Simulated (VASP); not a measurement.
Consider the following.

```yaml
crystal:
  lattice:
    - [0.00000, 2.18920, 2.18920]
    - [2.10500, 0.00000, 2.18920]
    - [2.10500, 2.18920, 0.00000]
  atoms:
    - { symbol: Mg, position: [0.00000, 0.00000, 0.00000] }
    - { symbol: O, position: [0.50000, 0.50000, 0.50000] }
```

Level of theory: PBEsol GGA, VASP's PBE PAW potentials (set 64) (plane waves; VASP). Run with 600 eV cut-off, 10×10×10 Γ-centred mesh, Gaussian smearing of 0.050 eV, potentials Mg O.

**Question.** Give the stress tensor in GPa (positive for a compressed cell).

**Answer.** 
```
 -6.95    0.00    0.00
  0.00  -12.30    0.00
  0.00    0.00  -12.30
```
The pressure is its mean diagonal, -10.51 GPa.

The compound is MgO in the rock salt structure. This cell was strained or had an atom moved on purpose.
